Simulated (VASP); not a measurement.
# Be2ZnO3 (Cc) in VASP: single point with r2SCAN

Aim: the single point of Be2ZnO3 with r2SCAN.

Everything below comes from runs of VASP 6.6.1. Logs are shortened: lines on timing, memory, paths and dates and some standing lists are left out, and cuts for length are marked.

### 1 The crystal as given

Symmetry: Cc, No. 9, monoclinic system. Conventional cell: a = 4.989 Å, b = 8.745 Å, c = 4.924 Å, α = 90.00°, β = 107.84°, γ = 90.00°. Be (site symmetry 1) is surrounded by 4 O at 1.64 to 1.70 Å. Around Be (site symmetry 1) lie 4 O at 1.64 to 1.73 Å. Zn (site symmetry 1) is surrounded by 4 O at 1.97 to 1.98 Å. Around O (site symmetry 1) lie 3 Be at 1.67 to 1.70 Å. O (site symmetry 1) is surrounded by 2 Be at 1.64 Å. O (site symmetry 1) has 3 Be at 1.69 to 1.73 Å as nearest neighbours.

The cell was built by a generator and needn't be a form met in nature.

### 2 Single point, r2SCAN

Input file INCAR:

```
PREC = Accurate ; ENCUT = 520
EDIFF = 1E-6 ; ISMEAR = 0
SIGMA = 0.03 ; LREAL = False
LASPH = True ; NELM = 150
ALGO = Normal ; ISIF = 2
LWAVE = False ; LCHARG = False
METAGGA = R2SCAN ; LMIXTAU = True
NBANDS = 46 ; KPAR = 4
```

Input file KPOINTS:

```
regular mesh
0
Gamma
  6 6 6
```

Input file POSCAR:

```
Be2ZnO3
1.0
    2.4946500000     -4.3722500000      0.0000000000
    2.4946500000      4.3722500000      0.0000000000
   -1.5085590000      0.0000000000      4.6870040000
Be Zn O
4 2 6
Direct
    0.5784550000      0.4110780000      0.9994220000
    0.2618350000      0.7458740000      0.0005700000
    0.4110780000      0.5784550000      0.4994220000
    0.7458740000      0.2618350000      0.5005700000
    0.9088900000      0.0830540000      0.9905480000
    0.0830540000      0.9088900000      0.4905480000
    0.5017000000      0.6609230000      0.8610290000
    0.2629340000      0.0445870000      0.9066430000
    0.8711500000      0.4194600000      0.8663140000
    0.6609230000      0.5017000000      0.3610290000
    0.0445870000      0.2629340000      0.4066430000
    0.4194600000      0.8711500000      0.3663140000
```

Potentials or basis: VASP PAW PBE potentials, release 64 (Be, Zn, O).

Started as:

```
cat potpaw_PBE.64/Be/POTCAR potpaw_PBE.64/Zn/POTCAR potpaw_PBE.64/O/POTCAR > POTCAR
mpirun -np 4 vasp_std > vasp.out
```

OUTCAR:

```text
PREC = Accurate
   ENCUT = 520
   EDIFF = 1E-6
   ISMEAR = 0
   LREAL = False
   LASPH = True
   NELM = 150
   ISIF = 2
   METAGGA = R2SCAN

 ion  position               nearest neighbor table
   1  0.578  0.411  0.999-   8 1.64   9 1.69   7 1.69  10 1.70
   2  0.262  0.746  0.001-   8 1.64   7 1.67  12 1.73   9 1.73
   3  0.411  0.578  0.499-  11 1.64  12 1.69  10 1.69   7 1.70
   4  0.746  0.262  0.501-  11 1.64  10 1.67   9 1.73  12 1.73
   5  0.909  0.083  0.991-  11 1.97   7 1.97   9 1.97   8 1.98   6 2.89   6 2.89
   6  0.083  0.909  0.491-   8 1.97  10 1.97  12 1.97  11 1.98   5 2.89   5 2.89
   7  0.502  0.661  0.861-   2 1.67   1 1.69   3 1.70   5 1.97
   8  0.263  0.045  0.907-   1 1.64   2 1.64   6 1.97   5 1.98
   9  0.871  0.419  0.866-   1 1.69   4 1.73   2 1.73   5 1.97
  10  0.661  0.502  0.361-   4 1.67   3 1.69   1 1.70   6 1.97
  11  0.045  0.263  0.407-   3 1.64   4 1.64   5 1.97   6 1.98
  12  0.419  0.871  0.366-   3 1.69   2 1.73   4 1.73   6 1.97

  LATTYP: Found a base centered monoclinic cell.
 ALAT       =     4.9893000000
 B/A-ratio  =     1.7526506724
 C/A-ratio  =     0.9868708946
 COS(beta)  =    -0.3063813611

  Lattice vectors:

 A1 = (   2.4946500000,  -4.3722500000,   0.0000000000)
 A2 = (   2.4946500000,   4.3722500000,   0.0000000000)
 A3 = (  -1.5085590000,   0.0000000000,   4.6870040000)

Analysis of symmetry for initial positions (statically):
=====================================================================
 Subroutine PRICEL returns:
 Original cell was already a primitive cell.

 Routine SETGRP: Setting up the symmetry group for a
 base centered monoclinic supercell.

 Subroutine GETGRP returns: Found  2 space group operations
 (whereof  1 operations were pure point group operations)
 out of a pool of  4 trial point group operations.

The static configuration has the point symmetry C_1 .
 The point group associated with its full space group is C_1h.

Analysis of symmetry for dynamics (positions and initial velocities):
=====================================================================
 Subroutine PRICEL returns:
 Original cell was already a primitive cell.

 Routine SETGRP: Setting up the symmetry group for a
 base centered monoclinic supercell.

 Subroutine GETGRP returns: Found  2 space group operations
 (whereof  1 operations were pure point group operations)
 out of a pool of  4 trial point group operations.

The dynamic configuration has the point symmetry C_1 .
 The point group associated with its full space group is C_1h.

 Subroutine INISYM returns: Found  2 space group operations
 (whereof  1 operations are pure point group operations),
 and found     1 'primitive' translations

----------------------------------------------------------------------------------------

                                     Primitive cell

  volume of cell :     102.2445

  direct lattice vectors                    reciprocal lattice vectors
     2.494650000 -4.372250000  0.000000000     0.200428918 -0.114357596  0.064510047
     2.494650000  4.372250000  0.000000000     0.200428918  0.114357596  0.064510047
    -1.508559000  0.000000000  4.687004000     0.000000000  0.000000000  0.213355909

  length of vectors
     5.033870150  5.033870150  4.923794954     0.239605837  0.239605837  0.213355909

  position of ions in fractional coordinates (direct lattice)
     0.578455000  0.411078000  0.999422000
     0.261835000  0.745874000  0.000570000
     0.411078000  0.578455000  0.499422000
     0.745874000  0.261835000  0.500570000
     0.908890000  0.083054000  0.990548000
     0.083054000  0.908890000  0.490548000
     0.501700000  0.660923000  0.861029000
     0.262934000  0.044587000  0.906643000
     0.871150000  0.419460000  0.866314000
     0.660923000  0.501700000  0.361029000
     0.044587000  0.262934000  0.406643000
     0.419460000  0.871150000  0.366314000

  ion indices of the primitive-cell ions
   primitive index   ion index
                 1           1
                 2           2
                 3           3
                 4           4
                 5           5
                 6           6
                 7           7
                 8           8
                 9           9
                10          10
                11          11
                12          12

----------------------------------------------------------------------------------------

 KPOINTS: regular mesh

Automatic generation of k-mesh.
 Grid dimensions read from file:
 generate k-points for:    6    6    6

 Generating k-lattice:

  Cartesian coordinates                     Fractional coordinates (reciprocal lattice)
     0.033404820 -0.019059599  0.010751674     0.166666667  0.000000000  0.000000000
     0.033404820  0.019059599  0.010751674     0.000000000  0.166666667  0.000000000
     0.000000000  0.000000000  0.035559318     0.000000000  0.000000000  0.166666667

  Length of vectors
     0.039934306  0.039934306  0.035559318

  Shift w.r.t. Gamma in fractional coordinates (k-lattice)
     0.000000000  0.000000000  0.000000000

 Subroutine IBZKPT returns following result:
 ===========================================

 Found     68 irreducible k-points:

 Following reciprocal coordinates:
            Coordinates               Weight
  0.000000  0.000000  0.000000      1.000000
  0.166667  0.000000 -0.000000      4.000000
  0.333333 -0.000000  0.000000      4.000000
  0.500000  0.000000  0.000000      2.000000
  0.166667  0.166667 -0.000000      2.000000
  0.333333  0.166667  0.000000      4.000000
[... 16 lines left out ...]
 -0.333333  0.166667  0.166667      4.000000
 -0.166667  0.166667  0.166667      4.000000
 [... further k-points ...]
   k-points           NKPTS =     68   k-points in BZ     NKDIM =     68   number of bands    NBANDS=     46
   number of dos      NEDOS =    301   number of ions     NIONS =     12
   total plane-waves  NPLWV =  64000
   dimension x,y,z NGX =    40 NGY =   40 NGZ =   40
   dimension x,y,z NGXF=    80 NGYF=   80 NGZF=   80
   ions per type =               4   2   6
   NGX,Y,Z   is equivalent  to a cutoff of  13.21, 13.21, 13.51 a.u.
   NGXF,Y,Z  is equivalent  to a cutoff of  26.42, 26.42, 27.01 a.u.
 SYSTEM =  unknown system
   PREC   = accura    normal or accurate (medium, high low for compatibility)
   ISTART =      0    job   : 0-new  1-cont  2-samecut
   ICHARG =      2    charge: 1-file 2-atom 10-const
   ISPIN  =      1    spin polarized calculation?
   LNONCOLLINEAR =      F non collinear calculations
   LSORBIT =      F    spin-orbit coupling
   LASPH  =      T    aspherical Exc in radial PAW
   ENCUT  =  520.0 eV  38.22 Ry    6.18 a.u.   9.36  9.36  9.15*2*pi/ulx,y,z
   NELM   =    150;   NELMIN=  2; NELMDL= -5     # of ELM steps
   EDIFF  = 0.1E-05   stopping-criterion for ELM
   LREAL  =      F    real-space projection
   EDIFFG = 0.1E-04   stopping-criterion for IOM
   NSW    =      0    number of steps for IOM
   IBRION =     -1    ionic relax: 0-MD 1-quasi-New 2-CG
   NFREE  =      0    steps in history (QN), initial steepest desc. (CG)
   ISIF   =      2    stress and relaxation
   ISYM   =      2    0-nonsym 1-usesym 2-fastsym
   POTIM  = 0.5000    time-step for ionic-motion
   TEBEG  =    0.0;   TEEND  =   0.0 temperature during run
   PSTRESS=    0.0 pullay stress
   NELECT =      68.0000    total number of electrons
   NUPDOWN=      -1.0000    fix difference up-down
   EMIN   =  10.00;   EMAX   =-10.00  energy-range for DOS
   EFERMI =   0.00;   METHOD = LEGACY
   ISMEAR =     0;   SIGMA  =   0.03  broadening in eV -4-tet -1-fermi 0-gaus
   EFERMI_NEDOS =   21; number of points for ismear=-14 and -15
   IALGO  =     38    algorithm
   IMIX   =      4    mixing-type and parameters
     AMIX     =   0.40;   BMIX     =  1.00
     AMIX_MAG =   1.60;   BMIX_MAG =  1.00
  volume/ion in A,a.u.               =       8.52        57.50
  Fermi-wavevector in a.u.,A,eV,Ry     =   1.428996  2.700412 27.783518  2.042031
  Thomas-Fermi vector in A             =   2.548998
   LORBIT       =      0    0 simple, 1 ext, 2 COOP (PROOUT), +10 PAW based schemes
   METAGGA = R2SCAN    functional components
   LHFCALC =     F    Hartree Fock is set to
   AEXX    =    0.0000 exact exchange contribution
   IVDW    =     0    specifies the selected vdW correction
   LEPSILON=     F    determine dielectric tensor
   LRPA    =     F    only Hartree local field effects (RPA)
 non-spin polarized calculation
 Gauss-broadening in eV      SIGMA  =   0.03
  energy-cutoff  :      520.00
  volume of cell :      102.24
 maximum number of plane-waves:      2772
 NGX is ok and might be reduce to    40
   NGX = 19   NGY = 19   NGZ = 19

 number of electron      67.9999997 magnetization

 Free energy of the ion-electron system (eV)
  ---------------------------------------------------
  ext. energy  EPLUGINS =         0.00000000
  ---------------------------------------------------
  free energy    TOTEN  =      -100.64520364 eV

  energy without entropy =     -100.64520364  energy(sigma->0) =     -100.64520364

 E-fermi :   2.3600     XC(G=0): -11.8067

 val. band max:        2.1903350381   @ k =   0.0000   0.0000   0.0000
 cond. band min:       6.3158332234   @ k =   0.0000   0.0000   0.0000
 fundamental gap:      4.1254981852
 Fermi energy:         2.3599525159

 k-point     1 :       0.0000    0.0000    0.0000
  band No.  band energies     occupation
      1     -17.1880      2.00000
      2     -15.9092      2.00000
      3     -15.7058      2.00000
      4     -15.5747      2.00000
      5     -15.5513      2.00000
      6     -15.4133      2.00000
[... 38 lines left out ...]
     45      16.1185      0.00000
     46      16.5898      0.00000
[... 1086 lines left out ...]
      6     -15.4114      2.00000
[... 38 lines left out ...]
     45      16.2722      0.00000
     46      16.4422      0.00000

 [... further k-points ...]

------------------------ aborting loop because EDIFF is reached ----------------------------------------

  FORCE on cell =-STRESS in cart. coord.  units (eV):
  Direction    XX          YY          ZZ          XY          YZ          ZX
  --------------------------------------------------------------------------------------
  -------------------------------------------------------------------------------------
  Total       -3.4146457     -3.4466267     -3.2370901      0.0000000      0.0000000     -0.0588382
  in kB      -53.5077021    -54.0088460    -50.7253948      0.0000000      0.0000000     -0.9219984
  external PRESSURE =     -52.7473143 kB  Pullay stress =       0.0000000 kB

 VOLUME and BASIS-vectors are now :
 -----------------------------------------------------------------------------
  energy-cutoff  :      520.00
  volume of cell :      102.24
      direct lattice vectors                 reciprocal lattice vectors
     2.494650000 -4.372250000  0.000000000     0.200428918 -0.114357596  0.064510047
     2.494650000  4.372250000  0.000000000     0.200428918  0.114357596  0.064510047
    -1.508559000  0.000000000  4.687004000     0.000000000  0.000000000  0.213355909

 POSITION                                       TOTAL-FORCE (eV/Angst)
 -----------------------------------------------------------------------------------
      0.96085     -0.73181      4.68429        -0.045519     -0.014706     -0.021339
      2.51302      2.11634      0.00267         0.040924      0.005701     -0.034938
      1.71513      0.73181      2.34079        -0.045519      0.014706     -0.021339
      1.75874     -2.11634      2.34617         0.040924     -0.005701     -0.034938
      0.98025     -3.61076      4.64270         0.037926      0.006926      0.053987
      1.73453      3.61076      2.29920         0.037926     -0.006926      0.053987
      1.60142      0.69616      4.03565         0.155254      0.013294      0.065035
     -0.60057     -0.95467      4.24944        -0.089334      0.139473     -0.127618
      1.91273     -1.97490      4.06042        -0.099252     -0.137924      0.064873
      2.35570     -0.69616      1.69214         0.155254     -0.013294      0.065035
      0.15371      0.95467      1.90594        -0.089334     -0.139473     -0.127618
      2.66701      1.97490      1.71692        -0.099252      0.137924      0.064873
 -----------------------------------------------------------------------------------
    total drift:                                0.054612     -0.000000      0.026964

  FREE ENERGIE OF THE ION-ELECTRON SYSTEM (eV)
  ---------------------------------------------------
  free  energy   TOTEN  =      -100.6452036410 eV

  energy  without entropy=     -100.6452036410  energy(sigma->0) =     -100.64520364
```

Run time: 8.1 min. Hardware: 4 MPI ranks of Intel Xeon Platinum 8259CL at 2.50GHz (Skylake/Cascade Lake), shared host; peak memory 0.43 GiB.

What came out:

| Property | Result |
| --- | --- |
| Free energy | -100.6452 eV |
| Pressure | -5.3 GPa |
| Largest force | 0.209 eV/Å |
| Band gap on the k mesh | 4.13 eV, direct |

Forces on the atoms (eV/Å):
```
Be  -0.046 -0.015 -0.021
Be   0.041  0.006 -0.035
Be  -0.046  0.015 -0.021
Be   0.041 -0.006 -0.035
Zn   0.038  0.007  0.054
Zn   0.038 -0.007  0.054
O    0.155  0.013  0.065
O   -0.089  0.139 -0.128
O   -0.099 -0.138  0.065
O    0.155 -0.013  0.065
O   -0.089 -0.139 -0.128
O   -0.099  0.138  0.065
```

Stress tensor (GPa, compression positive):
```
-5.35  0.00 -0.09
 0.00 -5.40  0.00
-0.09  0.00 -5.07
```

Levels at points of the mesh, in eV from the valence-band top:
| k point | band 32 | band 33 | band 34 | band 35 | band 36 | band 37 |
| --- | --- | --- | --- | --- | --- | --- |
| (0.00, 0.00, 0.00) | -0.24 | -0.18 | 0.00 | 4.13 | 7.81 | 9.45 |
| (0.50, 0.00, 0.00) | -0.76 | -0.68 | -0.20 | 6.31 | 7.68 | 8.60 |
| (0.50, 0.50, 0.00) | -0.60 | -0.44 | -0.08 | 6.19 | 6.47 | 7.65 |
| (0.00, 0.00, 0.50) | -0.58 | -0.26 | -0.26 | 6.30 | 6.30 | 9.78 |
| (0.50, 0.00, 0.50) | -0.54 | -0.48 | -0.34 | 6.54 | 6.91 | 7.74 |
| (0.50, 0.50, 0.50) | -0.98 | -0.63 | -0.63 | 7.07 | 7.07 | 8.60 |

Caveat: the PAW data sets were made with another functional, which shifts forces and pressure a little.
